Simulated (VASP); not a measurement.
These are PBEsol GGA, VASP's PBE PAW potentials (set 64) (plane waves; VASP) values and carry that method's errors.

VASP ran on this input.

File KPOINTS:
```
Automatic mesh
0
G
 11 11 6
0 0 0
```

### INCAR
```
# general
SYSTEM  = Gd
PREC    = Accurate
ENCUT   = 400   # plane-wave cut-off (eV)
LREAL   = .FALSE.
LASPH   = .TRUE.

# electronic loop
EDIFF   = 1E-6   # SCF stop (eV)
NELM    = 100   # most electronic steps
ALGO    = Normal   # blocked Davidson
LMAXMIX = 6

# smearing
ISMEAR  = 1   # Methfessel-Paxton
SIGMA   = 0.1

# functional
GGA     = PS

# ions
IBRION  = 2
NSW     = 60   # most ionic steps
ISIF    = 3
EDIFFG  = -0.01   # ionic stop

# output
LWAVE   = .FALSE.
LCHARG  = .FALSE.
```

POSCAR:
```
Gd
1.0
  1.7852182434  -3.0920884951   0.0000000000
  1.7852182434   3.0920884951   0.0000000000
  0.0000000000   0.0000000000   5.6210721571
Gd
2
Cartesian
  1.7852182434   1.0306982264   1.4052680393
  1.7852182434  -1.0306982264   4.2158041178
```

POTCAR, in this order: Gd_3 (PBE.64 set). Program: vasp_std.

The run wrote:

### OSZICAR
```
       N       E                     dE             d eps       ncg     rms          rms(c)
DAV:   1     0.337123744867E+02    0.33712E+02   -0.76810E+03  1672   0.101E+03
DAV:   2    -0.862970231335E+01   -0.42342E+02   -0.41339E+02  1909   0.211E+02
DAV:   3    -0.100185304019E+02   -0.13888E+01   -0.13322E+01  2261   0.249E+01
DAV:   4    -0.100399842259E+02   -0.21454E-01   -0.21321E-01  1982   0.318E+00
DAV:   5    -0.100405866709E+02   -0.60244E-03   -0.60215E-03  2368   0.397E-01    0.236E+01
DAV:   6    -0.100359565149E+02    0.46302E-02   -0.23661E-02  1799   0.120E+00    0.141E+01
DAV:   7    -0.100423094103E+02   -0.63529E-02   -0.41309E-02  1774   0.157E+00    0.212E-01
DAV:   8    -0.100418832539E+02    0.42616E-03   -0.24525E-03  1894   0.374E-01    0.543E-02
DAV:   9    -0.100418794865E+02    0.37675E-05   -0.23397E-04  2242   0.112E-01    0.340E-02
DAV:  10    -0.100418758895E+02    0.35970E-05   -0.22178E-05  1957   0.338E-02    0.282E-02
DAV:  11    -0.100418765301E+02   -0.64064E-06   -0.29591E-06  1775   0.128E-02
   1 F= -.10041877E+02 E0= -.10041583E+02  d E =-.100419E+02
       N       E                     dE             d eps       ncg     rms          rms(c)
DAV:   1    -0.100424220090E+02   -0.54612E-03   -0.11747E-02  1674   0.842E-01    0.110E-01
DAV:   2    -0.100420958849E+02    0.32612E-03   -0.61909E-04  1774   0.197E-01    0.623E-02
DAV:   3    -0.100419592367E+02    0.13665E-03   -0.25690E-04  1824   0.122E-01    0.203E-02
DAV:   4    -0.100419534869E+02    0.57498E-05   -0.32293E-05  2140   0.447E-02    0.133E-02
DAV:   5    -0.100419550191E+02   -0.15322E-05   -0.25142E-06  1707   0.930E-03    0.179E-03
DAV:   6    -0.100419549997E+02    0.19381E-07   -0.17815E-07   922   0.286E-03
   2 F= -.10041955E+02 E0= -.10041664E+02  d E =-.784696E-04
       N       E                     dE             d eps       ncg     rms          rms(c)
DAV:   1    -0.100420257904E+02   -0.70771E-04   -0.16375E-03  1664   0.315E-01    0.414E-02
DAV:   2    -0.100419802517E+02    0.45539E-04   -0.86099E-05  1754   0.736E-02    0.231E-02
DAV:   3    -0.100419610907E+02    0.19161E-04   -0.35518E-05  1809   0.453E-02    0.763E-03
DAV:   4    -0.100419604232E+02    0.66752E-06   -0.45679E-06  1960   0.168E-02
   3 F= -.10041960E+02 E0= -.10041672E+02  d E =-.838930E-04
       N       E                     dE             d eps       ncg     rms          rms(c)
DAV:   1    -0.100421123572E+02   -0.15127E-03   -0.59681E-03  1674   0.561E-01    0.534E-02
DAV:   2    -0.100420280700E+02    0.84287E-04   -0.99439E-05  1899   0.806E-02    0.327E-02
DAV:   3    -0.100419921733E+02    0.35897E-04   -0.54227E-05  2122   0.553E-02    0.139E-02
DAV:   4    -0.100419924964E+02   -0.32308E-06   -0.66151E-06  1847   0.179E-02
   4 F= -.10041992E+02 E0= -.10041713E+02  d E =-.320732E-04
```

**OUTCAR**
```
------------------------ aborting loop because EDIFF is reached ----------------------------------------
  FORCE on cell =-STRESS in cart. coord.  units (eV):
  Direction    XX          YY          ZZ          XY          YZ          ZX
  --------------------------------------------------------------------------------------
  Total        0.0004168      0.0004168      0.0185069      0.0000000      0.0000000     -0.0000000
  in kB        0.0107960      0.0107960      0.4793768      0.0000000      0.0000000     -0.0000000
  external PRESSURE =       0.1669896 kB  Pullay stress =       0.0000000 kB
  volume of cell :       61.85
      direct lattice vectors                 reciprocal lattice vectors
     1.781365108 -3.085414670  0.000000000     0.280683616 -0.162052772  0.000000000
     1.781365108  3.085414670 -0.000000000     0.280683616  0.162052772  0.000000000
    -0.000000000 -0.000000000  5.626919239     0.000000000  0.000000000  0.177717141
 POSITION                                       TOTAL-FORCE (eV/Angst)
 -----------------------------------------------------------------------------------
      1.78137      1.02847      1.40673        -0.000000     -0.000000      0.000000
      1.78137     -1.02847      4.22019         0.000000      0.000000      0.000000
 -----------------------------------------------------------------------------------
    total drift:                               -0.000003      0.000109     -0.000011
  FREE ENERGIE OF THE ION-ELECTRON SYSTEM (eV)
  ---------------------------------------------------
  free  energy   TOTEN  =       -10.0419924964 eV

  energy  without entropy=      -10.0411539805  energy(sigma->0) =      -10.04171299

 reached required accuracy - stopping structural energy minimisation
```
(Selected blocks of OUTCAR.)

CONTCAR:
```
Gd
   1.00000000000000
     1.7813651080093211   -3.0854146701624248    0.0000000000000000
     1.7813651080093211    3.0854146701624248   -0.0000000000000000
    -0.0000000000000000   -0.0000000000000000    5.6269192389684184
  Gd
     2
Direct
     0.3333330000000032    0.6666669999999968    0.2500000000000000
     0.6666669999999968    0.3333330000000032    0.7500000000000000
```

The 4f electrons are frozen in the core of the lanthanide potential, so 4f levels, which can set the real gap, and their magnetism are missing.

The compound is Gd in the hcp structure. This run relaxes it. Symmetry was kept, so distortions that lower it aren't found. The start is the result of an earlier pass.
